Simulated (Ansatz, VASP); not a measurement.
# Zn3In4Ga2O12 (amorphous In16Ga8Zn12O48) in two plane-wave programs

Aim: how closely do two programs agree when they are given the same cell, functional and k mesh? Of the first pair: The structure shown is the start of the Ansatz relaxation below; VASP solves that cell, so the two are compared at the walk's first step.

Program: Ansatz 0.2.0. Level of theory: plane waves, with VASP 6.6.1 beside it; single point at PBE. Results are calculated unless marked as measured.

### 1. The starting structure

The cell holds 84 atoms: 16 In, 8 Ga, 12 Zn and 48 O. Cell: a = 10.318 Å, b = 10.318 Å, c = 10.318 Å, α = 90.0°, β = 90.0°, γ = 90.0°. 84 atoms (16 In, 8 Ga, 12 Zn, 48 O) packed at random and pushed apart as soft spheres at 5.97 g/cm^3; MD (Langevin at fixed volume unless said) with the MACE-MP-0b2 small potential (Batatia et al., arXiv:2401.00096), steps of 2 fs: 0.7 ps at 2600 K, 2600 to 1560 K in 0.7 ps, 1560 to 300 K in 2 ps; then atoms relaxed.

### 2. Ansatz: relaxation, PBE

Ansatz runs on its default PAW (the set named soft_2) files.

The two programs are compared at the cell with which this relaxation starts, whose forces are those of its first step.

Input file input.yaml:

```yaml
crystal:
  lattice:
    - [10.3183, 0.0, 0.0]
    - [0.0, 10.3183, 0.0]
    - [0.0, 0.0, 10.3183]
  atoms:
    - { symbol: In, position: [0.65633, 0.47432, 0.64715] }
    - { symbol: In, position: [0.77686, 0.72875, 0.17497] }
    - { symbol: In, position: [0.09355, 0.85027, 0.04756] }
    - { symbol: In, position: [0.32451, 0.97036, 0.51466] }
    - { symbol: In, position: [0.93545, 0.24347, 0.16315] }
    - { symbol: In, position: [0.91034, 0.69177, 0.57667] }
    - { symbol: In, position: [0.67736, 0.07862, 0.34484] }
    - { symbol: In, position: [0.49927, 0.16885, 0.66544] }
    - { symbol: In, position: [0.20478, 0.07285, 0.19766] }
    - { symbol: In, position: [0.3097, 0.65027, 0.58713] }
    - { symbol: In, position: [0.96333, 0.961, 0.37569] }
    - { symbol: In, position: [0.34703, 0.95981, 0.84452] }
    - { symbol: In, position: [0.40658, 0.23745, 0.36] }
    - { symbol: In, position: [0.47174, 0.90921, 0.13372] }
    - { symbol: In, position: [0.58063, 0.7577, 0.42806] }
    - { symbol: In, position: [0.55834, 0.76869, 0.76464] }
    - { symbol: Ga, position: [0.41793, 0.47098, 0.82222] }
    - { symbol: Ga, position: [0.76297, 0.00968, 0.63368] }
    - { symbol: Ga, position: [0.63631, 0.37673, 0.2055] }
    - { symbol: Ga, position: [0.88414, 0.72138, 0.86707] }
    - { symbol: Ga, position: [0.04489, 0.9404, 0.71372] }
    - { symbol: Ga, position: [0.9681, 0.42221, 0.70387] }
    - { symbol: Ga, position: [0.13598, 0.69259, 0.31821] }
    - { symbol: Ga, position: [0.84935, 0.52842, 0.35616] }
    - { symbol: Zn, position: [0.17461, 0.21934, 0.6611] }
    - { symbol: Zn, position: [0.71299, 0.46314, 0.93668] }
    - { symbol: Zn, position: [0.00556, 0.54931, 0.08384] }
    - { symbol: Zn, position: [0.93648, 0.25347, 0.45145] }
    - { symbol: Zn, position: [0.17186, 0.33965, 0.93762] }
    - { symbol: Zn, position: [0.18035, 0.65054, 0.84261] }
    - { symbol: Zn, position: [0.86745, 0.20229, 0.83059] }
    - { symbol: Zn, position: [0.12824, 0.4498, 0.41698] }
    - { symbol: Zn, position: [0.85689, 0.00797, 0.06634] }
    - { symbol: Zn, position: [0.62556, 0.07986, 0.93806] }
    - { symbol: Zn, position: [0.33276, 0.46011, 0.16429] }
    - { symbol: Zn, position: [0.44254, 0.23872, 0.03576] }
    - { symbol: O, position: [0.46371, 0.95782, 0.66587] }
    - { symbol: O, position: [0.10786, 0.63623, 0.49481] }
    - { symbol: O, position: [0.75614, 0.25381, 0.26724] }
    - { symbol: O, position: [0.77278, 0.77386, 0.72861] }
    - { symbol: O, position: [0.0082, 0.87033, 0.55105] }
    - { symbol: O, position: [0.87484, 0.82984, 0.02084] }
    - { symbol: O, position: [0.05858, 0.28473, 0.80086] }
    - { symbol: O, position: [0.83141, 0.48679, 0.54234] }
    - { symbol: O, position: [0.78546, 0.70232, 0.41124] }
    - { symbol: O, position: [0.8078, 0.94514, 0.24495] }
    - { symbol: O, position: [0.15487, 0.65732, 0.03084] }
    - { symbol: O, position: [0.04994, 0.1398, 0.32048] }
    - { symbol: O, position: [0.04251, 0.37192, 0.06128] }
    - { symbol: O, position: [0.05442, 0.81482, 0.84006] }
    - { symbol: O, position: [0.20024, 0.02273, 0.69725] }
    - { symbol: O, position: [0.33706, 0.41816, 0.97503] }
    - { symbol: O, position: [0.35723, 0.78115, 0.44218] }
    - { symbol: O, position: [0.3346, 0.75895, 0.77271] }
    - { symbol: O, position: [0.26423, 0.51096, 0.72974] }
    - { symbol: O, position: [0.06503, 0.34615, 0.56321] }
    - { symbol: O, position: [0.96654, 0.39356, 0.32608] }
    - { symbol: O, position: [0.80159, 0.17013, 0.00283] }
    - { symbol: O, position: [0.11992, 0.86532, 0.2668] }
    - { symbol: O, position: [0.57336, 0.20156, 0.47062] }
    - { symbol: O, position: [0.5357, 0.63846, 0.58773] }
    - { symbol: O, position: [0.04958, 0.05797, 0.06224] }
    - { symbol: O, position: [0.6755, 0.11488, 0.75327] }
    - { symbol: O, position: [0.28845, 0.93691, 0.04537] }
    - { symbol: O, position: [0.48039, 0.41254, 0.28731] }
    - { symbol: O, position: [0.57283, 0.57086, 0.83848] }
    - { symbol: O, position: [0.90392, 0.03472, 0.74958] }
    - { symbol: O, position: [0.5975, 0.35558, 0.03225] }
    - { symbol: O, position: [0.24038, 0.54608, 0.29838] }
    - { symbol: O, position: [0.56259, 0.08965, 0.13313] }
    - { symbol: O, position: [0.49401, 0.3689, 0.6918] }
    - { symbol: O, position: [0.3146, 0.18498, 0.53926] }
    - { symbol: O, position: [0.83513, 0.59426, 0.98888] }
    - { symbol: O, position: [0.5762, 0.7657, 0.22303] }
    - { symbol: O, position: [0.9676, 0.64551, 0.2468] }
    - { symbol: O, position: [0.41512, 0.15297, 0.86639] }
    - { symbol: O, position: [0.6629, 0.93008, 0.50019] }
    - { symbol: O, position: [0.84488, 0.09964, 0.49024] }
    - { symbol: O, position: [0.98862, 0.59572, 0.74974] }
    - { symbol: O, position: [0.72795, 0.52753, 0.22586] }
    - { symbol: O, position: [0.54394, 0.89268, 0.9309] }
    - { symbol: O, position: [0.3026, 0.25081, 0.17537] }
    - { symbol: O, position: [0.80163, 0.38028, 0.7767] }
    - { symbol: O, position: [0.36976, 0.02567, 0.31817] }
kpoints:
  mp_grid: { grid: [1, 1, 1] }
hamiltonian:
  xc: pbe
scf:
  occupations: { method: fermi_dirac, width: 0.025 }
output:
  forces: true
relax:
  f_tol: 0.04
  max_steps: 250
  cell: {}
```

Run with:

```bash
> ansatz run input.yaml --threads 4 --pin off --max-ram 8192MiB --backend cpu --events-out ev --progress --plain --runs-dir out
```

Numbers of over 12 decimals in the logs are rounded to 6 here.

What it wrote:

```text
Engine: ansatz 0.2.0, x86_64-unknown-linux-gnu
Pseudopotentials: kind: paw
Pseudopotential: In, paw, valence charge 13, recommended cutoff 420 eV (normal), In.paw.azcp
Pseudopotential: Ga, paw, valence charge 13, recommended cutoff 420 eV (normal), Ga.paw.azcp
Pseudopotential: Zn, paw, valence charge 12, recommended cutoff 420 eV (normal), Zn.paw.azcp
Pseudopotential: O, paw, valence charge 6, recommended cutoff 420 eV (normal), O.paw.azcp
Functional definition: PBE
  parameter kappa = 0.804
  parameter beta = 0.066725
  exchange = pbe_x(kappa = kappa, mu = beta*pi^2/3)
  correlation = pbe_c(beta = beta)
Crystal: 84 atoms, lattice volume = 1098.562 Å³
Basis set: ecut = 420 eV, 21559 PW (Γ), exchange–correlation on 144×144×144 points (8 copies of the dense FFT grid, shifted against one another)
Bands: 456, of which v1, the nominal top of the filled ones, is band 372 counted from 1 (371 counted from 0)
Symmetry: 1 space group operations
Space group: P1 (ITA 1), of the structure as read, at distance tolerance 1.0e-4 Å
k-points: 1
Non-local potential: In, projectors of the file, l = 0: 2, l = 1: 2, l = 2: 2, l = 3: 2
Non-local potential: Ga, projectors of the file, l = 0: 2, l = 1: 2, l = 2: 3, l = 3: 1
Non-local potential: Zn, projectors of the file, l = 0: 2, l = 1: 2, l = 2: 3, l = 3: 1
Non-local potential: O, projectors of the file, l = 0: 2, l = 1: 2, l = 2: 1
PAW form: soft (Blöchl's): semilocal exchange-correlation on the pseudo side does not see the compensation charge
PAW one-centre angular grid: In, 590 points (default); XC on 64 Gauss nodes
PAW one-centre angular grid: Ga, 590 points (default); XC on 64 Gauss nodes
PAW one-centre angular grid: Zn, 590 points (default); XC on 64 Gauss nodes
PAW one-centre angular grid: O, 110 points (default); XC on 64 Gauss nodes
Initial density: superposition of atomic densities (neutral atoms: chi_scale 0, normalization atom), corrected by the library's trained network
Initial wavefunctions: pseudopotential atomic-orbital guess
Functional: x = pbe(κ = 0.804, μ = 0.219515), c = pbe(β = 0.066725)
SCF iter   1: F=—  HF=-186891.225630 eV  |F-HF|=—  |Δ(HF+E_count)|=         —  Δρ=3.08e-3  dr2=1.47e-1  ethr=1.77e-3  ⟨swp⟩=6.0  Hψ=1753  notcnv=0  defer=2
preconditioner: auto → Resta (q_TF=auto, 2.557 Å⁻¹)  ε∞=5.2  [insulator: Δε(μ)=0.592 eV  Ē_g=14.895 eV  σ=0.025 eV  W_gap=1.00  n_scr=304 (ndim 8)  ℏωp=30.6 eV  f_vac=0.080  D(μ)=0.00/eV (n_scr^D=0)  ε∞_Penn≈5.2]
SCF iter   2: F=—  HF=-186891.215404 eV  |F-HF|=—  |Δ(HF+E_count)|=   1.02e-2  Δρ=1.64e-3  dr2=3.17e-2  ethr=1.98e-5  ⟨swp⟩=2.0  Hψ=900  notcnv=0  defer=77
SCF iter   3: F=—  HF=-186891.212756 eV  |F-HF|=—  |Δ(HF+E_count)|=   2.65e-3  Δρ=7.58e-4  dr2=1.23e-2  ethr=4.26e-6  ⟨swp⟩=2.0  Hψ=711  notcnv=0  defer=77
SCF iter   4: F=—  HF=-186891.211437 eV  |F-HF|=—  |Δ(HF+E_count)|=   1.32e-3  Δρ=3.06e-4  dr2=1.19e-3  ethr=1.66e-6  ⟨swp⟩=2.0  Hψ=589  notcnv=0  defer=77
SCF iter   5: F=—  HF=-186891.211497 eV  |F-HF|=—  |Δ(HF+E_count)|=   5.99e-5  Δρ=1.72e-4  dr2=3.53e-4  ethr=1.60e-7  ⟨swp⟩=2.0  Hψ=722  notcnv=0  defer=77
SCF iter   6: F=—  HF=-186891.211557 eV  |F-HF|=—  |Δ(HF+E_count)|=   5.95e-5  Δρ=5.50e-5  dr2=4.27e-5  ethr=4.74e-8  ⟨swp⟩=2.0  Hψ=704  notcnv=0  defer=77
SCF iter   7: F=—  HF=-186891.213236 eV  |F-HF|=—  |Δ(HF+E_count)|=   1.68e-3  Δρ=3.63e-5  dr2=1.53e-5  ethr=5.74e-9  ⟨swp⟩=2.0  Hψ=828  notcnv=0  defer=77
SCF iter   8: F=—  HF=-186891.213240 eV  |F-HF|=—  |Δ(HF+E_count)|=   4.56e-6  Δρ=1.22e-5  dr2=2.05e-6  ethr=2.05e-9  ⟨swp⟩=2.0  Hψ=724  notcnv=0  defer=77
SCF iter   9: F=—  HF=-186891.213242 eV  |F-HF|=—  |Δ(HF+E_count)|=   1.91e-6  Δρ=1.06e-5  dr2=1.15e-6  ethr=2.75e-10  ⟨swp⟩=2.0  Hψ=750  notcnv=0  defer=77
SCF iter  10: F=—  HF=-186891.213242 eV  |F-HF|=—  |Δ(HF+E_count)|=   6.19e-8  Δρ=3.04e-6  dr2=1.15e-7  ethr=1.55e-10  ⟨swp⟩=2.0  Hψ=747  notcnv=0  defer=77
SCF iter  11: F=-186891.213242 eV  HF=-186891.213242 eV  |F-HF|=8.27e-9  |Δ(HF+E_count)|=   7.83e-8  Δρ=2.01e-6  dr2=4.38e-8  ethr=1.34e-11  ⟨swp⟩=4.0  Hψ=1237  notcnv=0
SCF 1 converged in 11 iterations: F = -186891.213242 eV  dr2 = 4.38e-8
  greatest PAW one-centre occupation: 0.998 electrons in one spin orbital (limit 2), on the Ga atom at site 23 (counted from 0), in its partial waves of l = 2
relax step   1: F+E_penalty+E_count = -186891.21324217 eV  Δ(F+E_penalty+E_count) = +0.000e0 eV  max|allowed force component| = 2.270e-1 eV/Å  Δτ_max = 0.0000 Å  P = +3.009 GPa  Ω = 1098.562 Å³  (11 SCF iters, dr2 threshold 1.00e-7 eV, accepted)
Crystal: 84 atoms, lattice volume = 1129.680 Å³
Basis set: ecut = 420 eV, 22089 PW (Γ), exchange–correlation on 144×144×144 points (8 copies of the dense FFT grid, shifted against one another)
Initial density: handed on by an earlier stage of this run
Initial wavefunctions: those handed on with the density
[...]
atom  62  O     -0.00210945     0.00005626    -0.00013928
  atom  63  O      0.00086894    -0.00110999     0.00265878
  atom  64  O     -0.00329552    -0.00118577     0.00171878
  atom  65  O     -0.00172481     0.00169158    -0.00112273
  atom  66  O     -0.00324186    -0.00195103     0.00007352
  atom  67  O     -0.00155570    -0.00070929     0.00129291
  atom  68  O     -0.00224548    -0.00179150    -0.00197976
  atom  69  O      0.00089764     0.00027413     0.00034000
  atom  70  O      0.00169143    -0.00191341    -0.00094660
  atom  71  O     -0.00005596    -0.00249183    -0.00280851
  atom  72  O     -0.00105827     0.00000563     0.00132818
  atom  73  O      0.00270784     0.00546956     0.00307370
  atom  74  O      0.00266475    -0.00064069    -0.00143080
  atom  75  O     -0.00263126     0.00129620     0.00170745
  atom  76  O      0.00181915     0.00080143     0.00017159
  atom  77  O     -0.00177945    -0.00315490    -0.00558070
  atom  78  O      0.00050758    -0.00772935     0.00060995
  atom  79  O      0.00215602     0.00468254     0.00648781
  atom  80  O     -0.00107023    -0.00194398    -0.00205763
  atom  81  O     -0.00130695     0.00280957     0.00148475
  atom  82  O     -0.00041892    -0.00138111    -0.00073730
  atom  83  O      0.00318034     0.00168253     0.00618312
  atom  84  O      0.00111522     0.00188109    -0.00032512
  max |Σ_I F_I| component: 1.02e-5 eV/Å
--- Stress (GPa, compression-positive) ---
        0.007221       0.005481       0.000365
        0.005481       0.021368      -0.003068
        0.000365      -0.003068       0.004964
  P = ⅓ Tr σ = 0.0112 GPa (0.112 kbar)
--- Relaxed structure (11 steps of the walk, 11 accepted, 3 SCFs on fresh bases) ---
  F+E_penalty+E_count = -186892.64480724 eV   max|allowed force component| = 9.800e-3 eV/Å   (the final SCF, on the basis selected at the relaxed cell)
  cell:  # Å, volume = 1152.1192 Å³
    - [10.383763, 0.108183, -0.039890]
    - [0.108183, 10.922000, -0.120223]
    - [-0.039890, -0.120223, 10.161270]
  atoms:
    - { symbol: In, position: [0.658120, 0.484901, 0.657299] }
    - { symbol: In, position: [0.781241, 0.734005, 0.185657] }
    - { symbol: In, position: [0.109091, 0.834714, 0.043517] }
    - { symbol: In, position: [0.325154, 0.979514, 0.511485] }
    - { symbol: In, position: [0.916097, 0.255189, 0.162755] }
    - { symbol: In, position: [0.915659, 0.695292, 0.583555] }
    - { symbol: In, position: [0.684605, 0.085625, 0.332863] }
    - { symbol: In, position: [0.498714, 0.178713, 0.664466] }
    - { symbol: In, position: [0.198481, 0.076137, 0.172193] }
    - { symbol: In, position: [0.326013, 0.670902, 0.591690] }
    - { symbol: In, position: [0.966511, 0.965377, 0.371053] }
    - { symbol: In, position: [0.361032, 0.963610, 0.836701] }
    - { symbol: In, position: [0.398445, 0.223956, 0.352054] }
    - { symbol: In, position: [0.480540, 0.918061, 0.135870] }
    - { symbol: In, position: [0.591293, 0.775446, 0.444005] }
    - { symbol: In, position: [0.568187, 0.753188, 0.791032] }
    - { symbol: Ga, position: [0.417745, 0.468740, 0.822429] }
    - { symbol: Ga, position: [0.768676, 0.030710, 0.625909] }
    - { symbol: Ga, position: [0.626222, 0.383645, 0.215385] }
    - { symbol: Ga, position: [0.889735, 0.706549, 0.877133] }
    - { symbol: Ga, position: [0.042993, 0.936289, 0.714675] }
    - { symbol: Ga, position: [0.961761, 0.421236, 0.703540] }
    - { symbol: Ga, position: [0.123396, 0.687272, 0.320280] }
    - { symbol: Ga, position: [0.841081, 0.528926, 0.360272] }
    - { symbol: Zn, position: [0.164982, 0.212310, 0.656174] }
    - { symbol: Zn, position: [0.712805, 0.463745, 0.949589] }
    - { symbol: Zn, position: [0.00357479, 0.542498, 0.085806] }
    - { symbol: Zn, position: [0.944386, 0.256124, 0.446006] }
    - { symbol: Zn, position: [0.161690, 0.338162, 0.938180] }
    - { symbol: Zn, position: [0.173053, 0.643257, 0.832579] }
    - { symbol: Zn, position: [0.862936, 0.202788, 0.828578] }
    - { symbol: Zn, position: [0.119937, 0.460444, 0.424672] }
    - { symbol: Zn, position: [0.871136, -0.00514263, 0.051337] }
    - { symbol: Zn, position: [0.629359, 0.083417, 0.938269] }
    - { symbol: Zn, position: [0.318148, 0.444096, 0.166879] }
    - { symbol: Zn, position: [0.446952, 0.245091, 0.033747] }
    - { symbol: O, position: [0.465522, 0.982181, 0.657549] }
    - { symbol: O, position: [0.114712, 0.642913, 0.501269] }
    - { symbol: O, position: [0.745957, 0.264146, 0.273579] }
    - { symbol: O, position: [0.772654, 0.741649, 0.741032] }
    - { symbol: O, position: [-0.0065915, 0.871430, 0.548288] }
    - { symbol: O, position: [0.884706, 0.818287, 0.026481] }
    - { symbol: O, position: [0.053397, 0.278493, 0.796999] }
    - { symbol: O, position: [0.831292, 0.497967, 0.550769] }
    - { symbol: O, position: [0.786656, 0.703085, 0.415685] }
    - { symbol: O, position: [0.812754, 0.952028, 0.237780] }
    - { symbol: O, position: [0.144173, 0.646684, 0.021898] }
    - { symbol: O, position: [0.037809, 0.138106, 0.295690] }
    - { symbol: O, position: [0.026742, 0.370678, 0.058517] }
    - { symbol: O, position: [0.056740, 0.803326, 0.826368] }
    - { symbol: O, position: [0.195119, 0.017806, 0.689324] }
    - { symbol: O, position: [0.327675, 0.409967, 0.967346] }
    - { symbol: O, position: [0.372345, 0.794958, 0.449934] }
    - { symbol: O, position: [0.355348, 0.770241, 0.778760] }
    - { symbol: O, position: [0.279551, 0.532786, 0.722926] }
    - { symbol: O, position: [0.066166, 0.351288, 0.562602] }
    - { symbol: O, position: [0.958876, 0.396217, 0.329534] }
    - { symbol: O, position: [0.810844, 0.155435, 0.00559245] }
    - { symbol: O, position: [0.113053, 0.848689, 0.265792] }
    - { symbol: O, position: [0.562616, 0.183960, 0.461352] }
[...]
- { symbol: O, position: [0.683228, 0.940180, 0.495991] }
    - { symbol: O, position: [0.854988, 0.111876, 0.485546] }
    - { symbol: O, position: [0.991689, 0.584469, 0.756589] }
    - { symbol: O, position: [0.708669, 0.530615, 0.239631] }
    - { symbol: O, position: [0.561303, 0.901660, 0.931617] }
    - { symbol: O, position: [0.295138, 0.244280, 0.161355] }
    - { symbol: O, position: [0.801878, 0.380672, 0.781965] }
    - { symbol: O, position: [0.346988, 0.028598, 0.311470] }
```

In the SCF lines HF is the Harris–Foulkes energy and dr2 the Hartree energy of the density residual, in eV; the loop may stop once dr2 is under the threshold and the program's other checks hold. Hψ counts applications of the Hamiltonian.

(Continued in part 2 of 3.)

[Lines on the potential files, build, host, timing and source positions are cut from VASP's logs without a mark.]

[Logs are printed without paths, hosts, clocks, repeated set-up lines and the standing remarks that a program may print on its own settings, such as how far it seeks lower states.]

[Hosts, paths, dates, database ids (printed as entryN), source tags and the programs' standing remarks are cut or masked in the printed files.]
